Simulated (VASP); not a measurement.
Input:

```xyz
2
Lattice="0.0000 2.7106 2.7106 2.7106 0.0000 2.7106 2.7106 2.7106 0.0000" Properties=species:S:1:pos:R:3 pbc="T T T"
Cu     5.4211     5.4211     5.4211
Cl     1.3553     1.3553     1.3553
```

All values below come from PW91 GGA, VASP's PBE PAW potentials (set 64) (plane waves; VASP). Settings: 520 eV cut-off, Gaussian smearing of 0.050 eV, potentials Cu Cl.

Task: Estimate the band gap (along the path) with the smallest direct gap where there is one.

Result: 
- band gap (along the path): 0.55 eV
- smallest direct gap (along the path): 0.55 eV

Only differences to runs with the same potentials and settings are physical.

The compound is CuCl in the zinc blende structure. It was relaxed first.
